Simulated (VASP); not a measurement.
A run of VASP 6.6.1 is set up as follows.

The input INCAR:

```
SYSTEM = Cr2CoF4
PREC     = Accurate       ! precision mode
ENCUT    = 520            ! plane-wave cutoff, eV
EDIFF    = 1E-6           ! SCF threshold, eV
ISMEAR   = -1             ! smearing method
SIGMA    = 0.1            ! smearing width, eV
LREAL    = .FALSE.        ! projectors in reciprocal space
LASPH    = .TRUE.         ! aspherical terms in the spheres
NELM     = 100            ! most SCF steps
ALGO     = Fast           ! electronic algorithm
ISIF     = 2              ! what is computed and relaxed
LWAVE    = .FALSE.        ! write WAVECAR
LCHARG   = .TRUE.         ! write CHGCAR
LELF     = .TRUE.         ! ELF
LVHAR    = .TRUE.       
NBANDS   = 74             ! bands
```

File KPOINTS:

```
Automatic mesh
0
G
  7 7 7
  0 0 0
```

POSCAR

```
Cr2CoF4
1.0
    0.0000000000      4.3476012800      4.3476012800
    4.3476012800      0.0000000000      4.3476012800
    4.3476012800      4.3476012800      0.0000000000
Co Cr F
2 4 8
Direct
    0.1250000000      0.1250000000      0.1250000000
    0.8750000000      0.8750000000      0.8750000000
    0.5000000000      0.5000000000      0.5000000000
    0.0000000000      0.5000000000      0.5000000000
    0.5000000000      0.5000000000      0.0000000000
    0.5000000000      0.0000000000      0.5000000000
    0.2610000000      0.2610000000      0.2610000000
    0.2830000000      0.7390000000      0.7390000000
    0.2610000000      0.2610000000      0.7170000000
    0.7390000000      0.2830000000      0.7390000000
    0.7170000000      0.2610000000      0.2610000000
    0.7390000000      0.7390000000      0.7390000000
    0.2610000000      0.7170000000      0.2610000000
    0.7390000000      0.7390000000      0.2830000000
```

Potentials or basis: VASP PAW LDA potentials, release 64 (Co, Cr_pv, F).

Launch:

```bash
$ cat potpaw_LDA.64/Co/POTCAR potpaw_LDA.64/Cr_pv/POTCAR potpaw_LDA.64/F/POTCAR > POTCAR
$ mpirun -np 1 vasp_std > vasp.out
```

(1) Estimate the largest force.

(2) What does it give for the pressure?

(3) Predict the band gap on the k mesh.

Answers

(1) 0.133 eV/Å.

(2) -10.3 GPa.

(3) none (metal or under the smearing width).

Caveat: the run has no spin polarisation, though such a crystal can be magnetic; semilocal functionals often make such compounds metallic where correlation or magnetic order opens a gap, which also shifts bond lengths.
